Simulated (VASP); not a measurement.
# HgTe (Coloradoite) (F-43m) in VASP: a series of runs, part 2 of 2

VASP 6.6.1.

**3. Relaxation of the atoms, PBE (a relaxed cell with its volume scaled by 0.98)**

Input file INCAR:

```
ALGO = Normal
EDIFF = 1E-7
EDIFFG = -0.01
ENCUT = 300
GGA = PE
IBRION = 2
ISIF = 2
ISMEAR = 0
LASPH = True
LCHARG = False
LREAL = False
LWAVE = False
NELM = 80
NSW = 40
PREC = Accurate
SIGMA = 0.03
```

Input file KPOINTS:

```
k-points
0
Gamma
  5 5 5
```

Input file POSCAR:

```
HgTe                                    
1.0
    0.0000000000      3.3004604420      3.3004604420
    3.3004604420     -0.0000000000      3.3004604420
    3.3004604420      3.3004604420     -0.0000000000
  Hg              Te            
     1     1
Direct
     1.0000000000000000    1.0000000000000000    1.0000000000000000
     0.2500000000000000    0.2500000000000000    0.2500000000000000
```

Potentials or basis: VASP PAW PBE potentials, release 64 (Hg, Te).

The run is started by

```sh
> cat potpaw_PBE.64/Hg/POTCAR potpaw_PBE.64/Te/POTCAR > POTCAR
> mpirun -np 1 vasp_std > vasp.out
```

It took 13 s on 1 thread of Intel Xeon Platinum 8375C at 2.90GHz (Ice Lake), shared host; peak memory 0.14 GiB.

It converged, with:

```yaml
Free_energy: -3.6174 eV
Pressure_after_relaxing: 0.8 GPa
Band_gap_on_the_k_mesh: none (metal or under the smearing width)
```

Final structure:
```
Hg Te
1.0
     0.00000    3.30046    3.30046
     3.30046    0.00000    3.30046
     3.30046    3.30046    0.00000
Hg Te
1 1
Cartesian
  0.0000 0.0000 0.0000
  1.6502 1.6502 1.6502
```

Levels at points of the mesh, in eV from the Fermi level:
| k point | band 5 | band 6 | band 7 | band 8 | band 9 | band 10 | band 11 | band 12 | band 13 |
| --- | --- | --- | --- | --- | --- | --- | --- | --- | --- |
| (0.00, 0.00, 0.00) | -6.56 | -6.56 | -0.89 | -0.01 | -0.01 | -0.01 | 4.32 | 4.32 | 4.32 |

Caveat: the relaxation stopped at its first step, so nothing moved. The run has no spin-orbit coupling, so splittings on Hg, Te are missing.

**4. Relaxation of the atoms, PBE**

INCAR is that of step 3.

KPOINTS is that of step 3.

Input file POSCAR:

```
HgTe                                    
1.0
    0.0000000000      3.3227615268      3.3227615268
    3.3227615268     -0.0000000000      3.3227615268
    3.3227615268      3.3227615268     -0.0000000000
  Hg              Te            
     1     1
Direct
     1.0000000000000000    1.0000000000000000    1.0000000000000000
     0.2500000000000000    0.2500000000000000    0.2500000000000000
```

The run is started by

```sh
> cat potpaw_PBE.64/Hg/POTCAR potpaw_PBE.64/Te/POTCAR > POTCAR
> mpirun -np 1 vasp_std > vasp.out
```

It took 13 s on 1 thread of Intel Xeon Platinum 8375C at 2.90GHz (Ice Lake), shared host; peak memory 0.15 GiB.

It converged, with:

| Quantity | Value |
| --- | --- |
| Free energy | -3.6237 eV |
| Pressure after relaxing | 0.0 GPa |
| Band gap on the k mesh | none (metal or under the smearing width) |

Final structure:
```
Hg Te
1.0
     0.00000    3.32276    3.32276
     3.32276    0.00000    3.32276
     3.32276    3.32276    0.00000
Hg Te
1 1
Cartesian
  0.0000 0.0000 0.0000
  1.6614 1.6614 1.6614
```

Levels at points of the mesh, in eV from the Fermi level:
```
           k point  band 7  band 8  band 9  band 10  band 11  band 12
(0.00, 0.00, 0.00)   -0.94   -0.01   -0.01    -0.01     4.35     4.35
```

Caveat: the relaxation stopped at its first step, so nothing moved. Spin-orbit coupling is left out, which matters for the levels of Hg, Te.

**5. Relaxation of the atoms, PBE (a relaxed cell with its volume scaled by 1.02)**

INCAR is that of step 4.

KPOINTS is that of step 4.

Input file POSCAR:

```
HgTe                                    
1.0
    0.0000000000      3.3447672114      3.3447672114
    3.3447672114     -0.0000000000      3.3447672114
    3.3447672114      3.3447672114     -0.0000000000
  Hg              Te            
     1     1
Direct
     1.0000000000000000    1.0000000000000000    1.0000000000000000
     0.2500000000000000    0.2500000000000000    0.2500000000000000
```

Potentials or basis: VASP PAW PBE potentials, release 64 (Hg, Te).

The run is started by

```sh
> cat potpaw_PBE.64/Hg/POTCAR potpaw_PBE.64/Te/POTCAR > POTCAR
> mpirun -np 1 vasp_std > vasp.out
```

OUTCAR:

```text
EDIFF = 1E-7
   EDIFFG = -0.01
   ENCUT = 300
   GGA = PE
   IBRION = 2
   ISIF = 2
   ISMEAR = 0
   LASPH = True
   LREAL = False
   NELM = 80
   NSW = 40
   PREC = Accurate

 ion  position               nearest neighbor table
   1  0.000  0.000  0.000-   2 2.90   2 2.90   2 2.90   2 2.90
   2  0.250  0.250  0.250-   1 2.90   1 2.90   1 2.90   1 2.90

  LATTYP: Found a face centered cubic cell.
 ALAT       =     6.6895344228

  Lattice vectors:

 A1 = (   0.0000000000,   3.3447672114,   3.3447672114)
 A2 = (   3.3447672114,   0.0000000000,   3.3447672114)
 A3 = (   3.3447672114,   3.3447672114,   0.0000000000)
[... 332 lines left out ...]
  Direction    XX          YY          ZZ          XY          YZ          ZX
  --------------------------------------------------------------------------------------
  -------------------------------------------------------------------------------------
  Total       -0.2991622     -0.2991622     -0.2991622     -0.0000000      0.0000000     -0.0000000
  in kB       -6.4045637     -6.4045637     -6.4045637     -0.0000000      0.0000000     -0.0000000
  external PRESSURE =      -6.4045637 kB  Pullay stress =       0.0000000 kB

 VOLUME and BASIS-vectors are now :
 -----------------------------------------------------------------------------
  energy-cutoff  :      300.00
  volume of cell :       74.84
      direct lattice vectors                 reciprocal lattice vectors
     0.000000000  3.344767211  3.344767211    -0.149487234  0.149487234  0.149487234
     3.344767211  0.000000000  3.344767211     0.149487234 -0.149487234  0.149487234
     3.344767211  3.344767211  0.000000000     0.149487234  0.149487234 -0.149487234

 POSITION                                       TOTAL-FORCE (eV/Angst)
 -----------------------------------------------------------------------------------
      0.00000      0.00000      0.00000         0.000000      0.000000      0.000000
      1.67238      1.67238      1.67238        -0.000000     -0.000000     -0.000000
 -----------------------------------------------------------------------------------
    total drift:                               -0.000000     -0.000000     -0.000000

  FREE ENERGIE OF THE ION-ELECTRON SYSTEM (eV)
  ---------------------------------------------------
  free  energy   TOTEN  =        -3.6232288731 eV

  energy  without entropy=       -3.6228586435  energy(sigma->0) =       -3.62304376

 reached required accuracy - stopping structural energy minimisation
```

OSZICAR:

```text
N       E                     dE             d eps       ncg     rms          rms(c)
DAV:   1     0.733508488898E+02    0.73351E+02   -0.60019E+03   268   0.761E+02
DAV:   2    -0.111014542548E+01   -0.74461E+02   -0.71981E+02   300   0.214E+02
DAV:   3    -0.379844042420E+01   -0.26883E+01   -0.26816E+01   300   0.430E+01
DAV:   4    -0.382760566581E+01   -0.29165E-01   -0.29163E-01   360   0.378E+00
DAV:   5    -0.382767005866E+01   -0.64393E-04   -0.64393E-04   300   0.166E-01    0.626E+00
DAV:   6    -0.363066239031E+01    0.19701E+00   -0.47235E-01   290   0.932E+00    0.518E+00
DAV:   7    -0.362378771536E+01    0.68747E-02   -0.95542E-02   290   0.228E+00    0.206E+00
DAV:   8    -0.362316804690E+01    0.61967E-03   -0.90293E-03   260   0.122E+00    0.511E-01
DAV:   9    -0.362318163998E+01   -0.13593E-04   -0.82101E-04   300   0.339E-01    0.101E-01
DAV:  10    -0.362321403994E+01   -0.32400E-04   -0.96096E-05   273   0.936E-02    0.472E-02
DAV:  11    -0.362322934749E+01   -0.15308E-04   -0.29805E-05   285   0.415E-02    0.202E-02
DAV:  12    -0.362322888291E+01    0.46458E-06   -0.40667E-06   310   0.144E-02    0.141E-02
DAV:  13    -0.362322887309E+01    0.98159E-08   -0.24338E-07   265   0.369E-03
   1 F= -.36232289E+01 E0= -.36230438E+01  d E =-.362323E+01
```

Wall time 15 s (1 thread of Intel Xeon Platinum 8375C at 2.90GHz (Ice Lake), shared host); peak memory 0.15 GiB.

What came out:

- Free energy: -3.6232 eV
- Pressure after relaxing: -0.6 GPa
- Band gap on the k mesh: none (metal or under the smearing width)

Final structure:
```
CELL_PARAMETERS angstrom
0.00000 3.34477 3.34477
3.34477 0.00000 3.34477
3.34477 3.34477 0.00000
ATOMIC_POSITIONS crystal
Hg 0.00000 0.00000 0.00000
Te 0.25000 0.25000 0.25000
```

Caveat: the relaxation stopped at its first step, so nothing moved. The run has no spin-orbit coupling, so splittings on Hg, Te are missing.

**6. Overview**

| cell | gap on the mesh (eV) | pressure (GPa) |
| --- | --- | --- |
| atoms relaxed from: a relaxed cell with its volume scaled by 0.96 | none | 1.6 |
| atoms relaxed from: a relaxed cell with its volume scaled by 0.98 | none | 0.8 |
| atoms relaxed | none | 0.0 |
| atoms relaxed from: a relaxed cell with its volume scaled by 1.02 | none | -0.6 |

Alike in all rows: task relaxation of the atoms; level PBE; potentials or basis VASP PAW PBE potentials, release 64 (Hg, Te); no spin polarisation; k mesh 5 × 5 × 5; cutoff (eV) 300; smearing gaussian 0.03 eV.

Caveats: the relaxation stopped at its first step, so nothing moved.

Total energies depend on the potentials used, so only differences within one code and one set of settings carry meaning.
